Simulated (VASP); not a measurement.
These are PBEsol GGA, VASP's PBE PAW potentials (set 64) (plane waves; VASP) values and carry that method's errors.

The input files of a VASP run:

**KPOINTS**
```
Automatic
0
Gamma
  14 14 14
0 0 0
```

### INCAR
```
# general
SYSTEM=Al
PREC  =Accurate
ENCUT =400   # plane-wave cut-off (eV)
LREAL =.FALSE.
LASPH =.TRUE.   # aspherical one-centre terms

# electronic loop
EDIFF =1E-6
NELM  =100   # most electronic steps
ALGO  =Normal

# smearing
ISMEAR=1   # Methfessel-Paxton
SIGMA =0.1

# functional
GGA   =PS   # PBEsol

# ions
IBRION=2   # conjugate gradients
NSW   =60   # most ionic steps
ISIF  =3   # ions, shape and volume
EDIFFG=-0.01   # ionic stop

# output
LWAVE =.FALSE.
LCHARG=.FALSE.
```

POSCAR:
```
Al
1.0
 -2.6420545341   2.6420545341   1.3462261781
  2.6420545341  -2.6420545341   1.3462261781
  2.6420545341   2.6420545341  -1.3462261781
Al
2
Direct
  0.7500000000   0.2500000000   0.5000000000
  0.0000000000   0.0000000000   0.0000000000
```

POTCAR, in this order: Al (PBE.64 set). Program: vasp_std.

The run wrote:

### OSZICAR
```
       N       E                     dE             d eps       ncg     rms          rms(c)
DAV:   1    -0.184713802699E+01   -0.18471E+01   -0.18180E+03  3584   0.484E+02
DAV:   2    -0.756044773146E+01   -0.57133E+01   -0.53846E+01  4718   0.432E+01
DAV:   3    -0.761039493764E+01   -0.49947E-01   -0.49823E-01  4851   0.507E+00
DAV:   4    -0.761053861329E+01   -0.14368E-03   -0.14367E-03  5376   0.258E-01
DAV:   5    -0.761053912417E+01   -0.51088E-06   -0.51068E-06  4739   0.936E-03    0.167E+00
DAV:   6    -0.759133057837E+01    0.19209E-01   -0.45650E-03  4746   0.375E-01    0.950E-01
DAV:   7    -0.757900540043E+01    0.12325E-01   -0.10651E-02  4242   0.565E-01    0.169E-01
DAV:   8    -0.757895673492E+01    0.48666E-04   -0.15225E-04  5208   0.102E-01    0.141E-02
DAV:   9    -0.757895520673E+01    0.15282E-05   -0.25194E-06  4921   0.111E-02    0.349E-03
DAV:  10    -0.757895460627E+01    0.60046E-06   -0.36412E-07  2905   0.304E-03
   1 F= -.75789546E+01 E0= -.75788656E+01  d E =-.757895E+01
```

**OUTCAR**
```
------------------------ aborting loop because EDIFF is reached ----------------------------------------
  FORCE on cell =-STRESS in cart. coord.  units (eV):
  Direction    XX          YY          ZZ          XY          YZ          ZX
  --------------------------------------------------------------------------------------
  Total        0.0173962      0.0173962     -0.0070361      0.0000000      0.0000000     -0.0000000
  in kB        0.7414872      0.7414872     -0.2999045      0.0000000      0.0000000     -0.0000000
  external PRESSURE =       0.3943566 kB  Pullay stress =       0.0000000 kB
  volume of cell :       37.59
      direct lattice vectors                 reciprocal lattice vectors
    -2.642054534  2.642054534  1.346226178     0.000000000  0.189246661  0.371408615
     2.642054534 -2.642054534  1.346226178     0.189246661  0.000000000  0.371408615
     2.642054534  2.642054534 -1.346226178     0.189246661  0.189246661  0.000000000
 POSITION                                       TOTAL-FORCE (eV/Angst)
 -----------------------------------------------------------------------------------
     -0.00000      2.64205      0.67311         0.000000      0.000000     -0.000000
      0.00000      0.00000      0.00000        -0.000000     -0.000000      0.000000
 -----------------------------------------------------------------------------------
    total drift:                               -0.000000     -0.000000     -0.000000
  FREE ENERGIE OF THE ION-ELECTRON SYSTEM (eV)
  ---------------------------------------------------
  free  energy   TOTEN  =        -7.5789546063 eV

  energy  without entropy=       -7.5786876499  energy(sigma->0) =       -7.57886562

 reached required accuracy - stopping structural energy minimisation
```
(Selected blocks of OUTCAR.)

The structure was generated: Al was put into the beta-Sn type (I4_1/amd), which need not be its known phase. It was relaxed first, which changed the volume by +8 %. The start is the result of an earlier pass.
